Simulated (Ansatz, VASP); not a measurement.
# Ge (Germanium) in two plane-wave programs, part 2 of 2

Wanted: the spread between two codes on one cell, functional and k mesh. The cell is taken from a series of runs on this material, whose earlier steps may have relaxed, scaled, displaced or heated it; both programs get it as it stands.

VASP 6.6.1 and Ansatz 0.2.0.

So far: The starting structure; VASP: zone-centre phonons, LDA.

### 2. VASP: zone-centre phonons, LDA (continued)

Level of this step: LDA; plane waves and PAW (Ge_d) (VASP).

Numbers of over 12 decimals in the logs are rounded to 6 here.

From OUTCAR (step 2):

```text
ion  position               nearest neighbor table
   1  0.499  0.499  0.499-   2 2.44   2 2.47   2 2.47   2 2.47
   2  0.751  0.751  0.751-   1 2.44   1 2.47   1 2.47   1 2.47

  LATTYP: Found a trigonal (rhomboedric) cell.
 ALAT       =     3.9806743283
 COS(alpha) =     0.4812845045

 Subroutine GETGRP returns: Found 12 space group operations
 (whereof  6 operations were pure point group operations)

The static configuration has the point symmetry C_3v.
 The point group associated with its full space group is D_3d.

   k-points           NKPTS =   1728   k-points in BZ     NKDIM =   1728   number of bands    NBANDS=     20

   dimension x,y,z NGX =    30 NGY =   30 NGZ =   30
   dimension x,y,z NGXF=    60 NGYF=   60 NGZF=   60

   ENCUT  =  500.0 eV  36.75 Ry    6.06 a.u.   7.26  7.26  7.26*2*pi/ulx,y,z

   NELECT =      28.0000    total number of electrons

 k-points in reciprocal lattice and weights: Points of the shifted mesh
   0.04166667  0.04166667  0.04166667       0.001
   0.04166667  0.04166667  0.12500000       0.001
   0.04166667  0.04166667  0.20833333       0.001
   0.04166667  0.04166667  0.29166667       0.001
   0.04166667  0.04166667  0.37500000       0.001
   0.04166667  0.04166667  0.45833333       0.001
   0.04166667  0.04166667  0.54166667       0.001
   0.04166667  0.04166667  0.62500000       0.001
   0.04166667  0.04166667  0.70833333       0.001
[...]
0.95833333  0.95833333  0.87500000       0.001
   0.95833333  0.95833333  0.95833333       0.001

 average (electrostatic) potential at core
       1 -75.5162       2 -75.5162

  Total       -0.5727223     -0.5727223     -0.5727223      0.2982301      0.2982301      0.2982301
  in kB      -20.0190322    -20.0190322    -20.0190322     10.4243861     10.4243861     10.4243861
  external PRESSURE =     -20.0190322 kB  Pullay stress =       0.0000000 kB

  energy-cutoff  :      500.00
  volume of cell :       45.84
      direct lattice vectors                 reciprocal lattice vectors
    -0.052439969  2.814517557  2.814517557    -0.172760916  0.176040903  0.176040903
     2.814517557 -0.052439969  2.814517557     0.176040903 -0.172760916  0.176040903
     2.814517557  2.814517557 -0.052439969     0.176040903  0.176040903 -0.172760916

 POSITION                                       TOTAL-FORCE (eV/Angst)
 -----------------------------------------------------------------------------------
      2.78101      2.78101      2.78101         0.001506      0.001506      0.001506
      4.18974      4.18974      4.18974        -0.001506     -0.001506     -0.001506
 -----------------------------------------------------------------------------------
    total drift:                                0.000000      0.000000     -0.000000

 Eigenvectors and eigenvalues of the dynamical matrix
 ----------------------------------------------------

   1 f  =    7.948601 THz    49.942536 2PiTHz  265.136804 cm-1    32.872759 meV
             X         Y         Z           dx          dy          dz
      2.781009  2.781009  2.781009    -0.570113    0.363977    0.206136
      4.189735  4.189735  4.189735     0.570113   -0.363977   -0.206136

   2 f  =    7.948601 THz    49.942536 2PiTHz  265.136804 cm-1    32.872759 meV
             X         Y         Z           dx          dy          dz
      2.781009  2.781009  2.781009    -0.091130   -0.448167    0.539297
      4.189735  4.189735  4.189735     0.091130    0.448167   -0.539297

   3 f  =    6.948108 THz    43.656248 2PiTHz  231.763926 cm-1    28.735052 meV
             X         Y         Z           dx          dy          dz
      2.781009  2.781009  2.781009    -0.408248   -0.408248   -0.408248
      4.189735  4.189735  4.189735     0.408248    0.408248    0.408248

   4 f  =    0.000000 THz     0.000001 2PiTHz    0.000004 cm-1     0.000000 meV
             X         Y         Z           dx          dy          dz
      2.781009  2.781009  2.781009    -0.002914   -0.706990    0.012491
      4.189735  4.189735  4.189735    -0.002914   -0.706990    0.012491

   5 f/i=    0.000000 THz     0.000000 2PiTHz    0.000002 cm-1     0.000000 meV
             X         Y         Z           dx          dy          dz
      2.781009  2.781009  2.781009    -0.010890    0.012535    0.706912
      4.189735  4.189735  4.189735    -0.010890    0.012535    0.706912

   6 f/i=    0.000000 THz     0.000001 2PiTHz    0.000004 cm-1     0.000001 meV
             X         Y         Z           dx          dy          dz
      2.781009  2.781009  2.781009    -0.707017    0.002721   -0.010940
      4.189735  4.189735  4.189735    -0.707017    0.002721   -0.010940

 ELASTIC MODULI CONTR FROM IONIC RELAXATION (kBar)
 Direction    XX          YY          ZZ          XY          YZ          ZX
 --------------------------------------------------------------------------------
 XX          -3.0576      1.3444      1.3444     12.0280    -16.1720     18.0083
 YY           1.3444     -3.0576      1.3444     18.0083     12.0280    -16.1720
 ZZ           1.3444      1.3444     -3.0576    -16.1720     18.0083     12.0280
 XY          12.0280     18.0083    -16.1720   -325.0934    -98.0042    -98.0042
 YZ         -16.1720     12.0280     18.0083    -98.0042   -325.0934    -98.0042
 ZX          18.0083    -16.1720     12.0280    -98.0042    -98.0042   -325.0934
 --------------------------------------------------------------------------------
```

### 3. Ansatz: zone-centre phonons, LDA

Ansatz runs on its PAW soft_1 files.

The same cell, functional (in two slightly different forms), mesh and smearing now go to Ansatz, which takes its cutoff from its data sets.

input.yaml reads:

```yaml
crystal:
  lattice:
    - [-0.0524399689, 2.814517557, 2.814517557]
    - [2.814517557, -0.0524399689, 2.814517557]
    - [2.814517557, 2.814517557, -0.0524399689]
  atoms:
    - { symbol: Ge, position: [0.4986929538, 0.4986929538, 0.4986929538] }
    - { symbol: Ge, position: [0.7513070462, 0.7513070462, 0.7513070462] }
kpoints:
  mp_grid: { grid: [12, 12, 12], shift: [0.5, 0.5, 0.5] }
hamiltonian:
  xc: lda
  pseudopotentials: { kind: paw, azcp: { folder: soft_1 }, xc_functional: pbe }
scf:
  occupations: { method: gaussian, width: 0.015 }
output:
  eigenvalues: true
phonons:
  method: dfpt
```

Command:

```sh
> ansatz run input.yaml --threads 4 --pin off --max-ram 10240MiB --backend cpu --events-out ev --progress --plain --runs-dir out
```

Output:

```text
Engine: ansatz 0.2.0, aarch64-unknown-linux-gnu
Pseudopotentials: kind: paw
Pseudopotential: Ge, paw, valence charge 14, recommended cutoff 420 eV (normal), soft_1/Ge.paw.azcp
Functional definition: SPW92
  exchange = slater_x
  correlation = pw_c
Crystal: 2 atoms, lattice volume = 45.837 Å³
Basis set: ecut = 420 eV, 899 PW (Γ), exchange–correlation on 64×64×64 points (8 copies of the dense FFT grid, shifted against one another)
Bands: 18, of which v1, the nominal top of the filled ones, is band 14 counted from 1 (13 counted from 0)
Symmetry: 12 space group operations
k-points: 468 of 1728 (irreducible under 2 space group operations, time reversal used)
Non-local potential: Ge, projectors of the file, l = 0: 2, l = 1: 2, l = 2: 3, l = 3: 1
PAW form: soft (Blöchl's): semilocal exchange-correlation on the pseudo side does not see the compensation charge
PAW frozen core: Ge, regenerated for the run's functional, and the local potential with it (the file was generated under x = pbe(κ = 0.804, μ = 0.219515), c = pbe(β = 0.066725))
PAW one-centre angular grid: Ge, 590 points (default); XC on 64 Gauss nodes
Initial density: superposition of atomic densities (chi_scale 0.1, normalization cell)
Initial wavefunctions: pseudopotential atomic-orbital guess
Functional: x = slater, c = lda
SCF iter   1: F=—  HF=-8431.565915 eV  |F-HF|=—  |Δ(HF+E_count)|=         —  Δρ=3.38e-2  dr2=4.83e-1  ethr=3.10e-3  ⟨swp⟩=6.0  Hψ=39192  notcnv=0
preconditioner: auto → none  [insulator: Δε(μ)=0.018 eV  Ē_g=23.344 eV  σ=0.015 eV  W_gap=0.59  n_scr=14 (ndim 8)  ℏωp=29.0 eV  f_vac=0.000  D(μ)=0.17/eV (n_scr^D=0)  ε∞_Penn≈2.5]
SCF iter   2: F=—  HF=-8431.451371 eV  |F-HF|=—  |Δ(HF+E_count)|=   1.15e-1  Δρ=1.55e-2  dr2=7.98e-2  ethr=1.73e-3  ⟨swp⟩=2.0  Hψ=14035  notcnv=0
SCF iter   3: F=—  HF=-8431.436951 eV  |F-HF|=—  |Δ(HF+E_count)|=   1.44e-2  Δρ=1.97e-3  dr2=4.74e-4  ethr=2.85e-4  ⟨swp⟩=2.1  Hψ=12215  notcnv=0
SCF iter   4: F=—  HF=-8431.437093 eV  |F-HF|=—  |Δ(HF+E_count)|=   1.42e-4  Δρ=2.95e-4  dr2=4.22e-5  ethr=1.69e-6  ⟨swp⟩=2.0  Hψ=14868  notcnv=0
SCF iter   5: F=—  HF=-8431.437015 eV  |F-HF|=—  |Δ(HF+E_count)|=   7.90e-5  Δρ=8.59e-5  dr2=2.86e-6  ethr=1.51e-7  ⟨swp⟩=2.0  Hψ=14978  notcnv=0
SCF iter   6: F=—  HF=-8431.437014 eV  |F-HF|=—  |Δ(HF+E_count)|=   3.85e-7  Δρ=1.64e-5  dr2=1.27e-7  ethr=1.02e-8  ⟨swp⟩=2.0  Hψ=14978  notcnv=0
SCF iter   7: F=—  HF=-8431.437014 eV  |F-HF|=—  |Δ(HF+E_count)|=   4.91e-8  Δρ=4.64e-6  dr2=5.73e-9  ethr=4.54e-10  ⟨swp⟩=2.0  Hψ=14972  notcnv=0
SCF iter   8: F=—  HF=-8431.437014 eV  |F-HF|=—  |Δ(HF+E_count)|=   4.11e-9  Δρ=3.85e-7  dr2=2.53e-11  ethr=2.05e-11  ⟨swp⟩=2.0  Hψ=14218  notcnv=0
SCF iter   9: F=-8431.437014 eV  HF=-8431.437014 eV  |F-HF|=0.00e0  |Δ(HF+E_count)|=  9.09e-12  Δρ=5.29e-8  dr2=6.32e-13  ethr=1.00e-12  ⟨swp⟩=5.0  Hψ=35592  notcnv=0
SCF 1 converged in 9 iterations: F = -8431.437014 eV  dr2 = 6.32e-13
  greatest PAW one-centre occupation: 0.998 electrons in one spin orbital (limit 2), on the Ge atom at site 1 (counted from 0), in its partial waves of l = 2
DFPT response loops at Γ: preconditioner auto → Kerker (q_TF=auto, 2.513 Å⁻¹) (partly filled bands, converged f_vac=0.064); β = 1.00, the filter's whole step (`scf.mixing.beta` (0.50) is not read by the response loops under this deck's `scf.mixing.preconditioner`; to damp them name `kerker` or `kerker_dos`, under which they read `scf.mixing.beta`, and type it under 1.00, their step now; both keys bind the ground state too); Broyden in place of MSR1
SCF converged after 9 iterations
Free energy (F): -8431.437014 eV
Harris-Foulkes:  -8431.437014 eV  (|F-HF|=0.00e0)
Internal energy: -8431.436961 eV  (E = F + TS)
E sigma→0 (E₀):  -8431.436988 eV
Entropy (-TS):   -0.000053 eV (-0.026 meV/atom)
Fermi energy:    7.947549 eV
--- Per-component energies (eV) ---
  E_band       = -315.189229
  E_kinetic    = 186.265903
  E_local      = -4528.841609  (includes V_loc(G=0)·N_el)
  E_nonlocal   = 441.587067
  E_hartree    = 2153.495084
  E_xc         = -142.776858
  E_vxc        = -131.177557  (∫ρ·V_xc dr)
  E_paw        = -3868.694217  (= ΣΔE_a)
  E_vpaw       = -590.013272  (= ΣTr[D̂ρ^β])
  E_aug_tail   = 0.000029  (compensation charges beyond the density's cutoff)
  E_ewald      = -2676.289014
  E_core_change = 3.816653  (= ΣΔE_core)
  E_smearing   = -0.000053  (= −TS)
  E_closure    = 0.000000  (closes the sum)
  Σ components = -8431.437014   (vs F -8431.437014, Δ=0.00e0)
--- Band table (eV; the first three rows and the last of 468) ---
  k-point 0: bands = [... 10 lower, -4.6313, 7.2700, 7.9440, 7.9440, 8.5254, 10.5681, 10.5681, 10.8778]
  k-point 1: bands = [... 10 lower, -4.5199, 6.0298, 7.6618, 7.8838, 9.0058, 10.6795, 10.8286, 11.4817]
  k-point 2: bands = [... 10 lower, -4.2482, 4.4788, 7.2733, 7.5898, 9.0044, 11.0949, 11.3793, 12.5285]
  k-point 467: bands = [... 10 lower, -2.6318, 0.4875, 6.5208, 6.6312, 8.4427, 11.8085, 11.8616, 15.2124]
--- Phonons (Γ-DFPT): 1 representative perturbation + reference, on 468 of 1728 k-points (Σ response iterations 3) ---
  k mesh reduced under 2 symmetry operations, with k and −k counted as one. Each operation leaves every solved perturbation unchanged. A smaller set is not used because it would not reduce the number of displacements times k-points to solve
  ASR residual: 1.874e-5 → 0.000e0 eV/Å²; symmetrization residual: 1.926e-12 eV/Å²
  ASR residual per site (eV/Å²): 1.87e-5 1.87e-5
  Γ frequencies (cm⁻¹): 0.00 0.00 0.00 205.87 249.21 249.21
  non-analytic LO–TO correction: not included (Born effective charges unavailable; polar crystals: no LO–TO splitting at Γ)
```

The column dr2 measures how far the density is from self-consistency, as an energy; F and HF (Harris–Foulkes) agree once it is small.

### 4. Differences

Known differences besides the potentials themselves: the two LDA forms differ slightly; the cutoff is 420 eV in Ansatz and 500 eV in VASP; VASP's log shows a relativistic correction to its local exchange, Ansatz's none. Total energies have different zeros and are not compared.

The two programs side by side:

```
                  quantity  Ansatz   VASP  difference
     optical mode 1 (cm⁻¹)   205.9  231.8    -11.17 %
optical mode 2 to 3 (cm⁻¹)   249.2  265.1     -6.01 %
```

Modes are paired by rising frequency, not by their patterns, so a pair may set unlike modes beside each other; they are those without the splitting of longitudinal modes.

### 5. Outcome

| Item | Value |
| --- | --- |
| r.m.s. difference of the optical zone-centre modes, each program's sorted by frequency (zone-centre phonons, LDA) | 20 cm⁻¹ |
| difference in optical mode 1 (zone-centre phonons, LDA) | -11.2 % |

**Reading.** The r.m.s. difference of the optical zone-centre modes, each program's sorted by frequency is 20 cm⁻¹ (zone-centre phonons, LDA). Among the rows given in per cent, the largest difference of the zone-centre phonons, LDA pair is in optical mode 1, -11.2 %. What causes the difference of the zone-centre phonons, LDA pair stays open here. How closely two codes agree says nothing of how well the functional describes the real material.

[Lines on the potential files, build, host, timing and source positions are cut from VASP's logs without a mark.]

[Logs are printed without paths, hosts, clocks, repeated set-up lines and the standing remarks that a program may print on its own settings, such as how far it seeks lower states.]

[Hosts, paths, dates, database ids (printed as entryN), source tags and the programs' standing remarks are cut or masked in the printed files.]
